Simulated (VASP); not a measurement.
Here is the system:

```xyz
3
Lattice="0.0000 2.6255 2.6255 2.6255 0.0000 2.6255 2.6255 2.6255 0.0000" Properties=species:S:1:pos:R:3 pbc="T T T"
Co     0.0000     0.0000     0.0000
Si     1.3127     1.3127     1.3127
Si     3.9382     3.9382     3.9382
```

These are revTPSS meta-GGA, VASP's PBE PAW potentials (set 64) (plane waves; VASP) values and carry that method's errors. Run with 520 eV cut-off, 10×10×10 Γ-centred mesh, first-order Methfessel-Paxton smearing of 0.10 eV, potentials Co Si.

Q: Estimate the energy per atom (σ→0), pressure, band gap (on the k-mesh) with the smallest direct gap where there is one.

A: 
```
Property                                                    Result
------------------------  ----------------------------------------
band gap (on the k-mesh)  none (metal, semimetal or under 0.01 eV)
energy per atom (σ→0)                               -6.338 eV/atom
pressure                                                  6.54 GPa
```

Total energies compare only between runs with the same potentials, cut-off and functional.

The compound is CoSi2 in the fluorite structure. This cell is one point of a volume scan, at 0.97 of the reference volume. The run is not spin-polarised, so no magnetic state was tried. The electron count is odd and the run is not spin-polarised, which forces a metal.
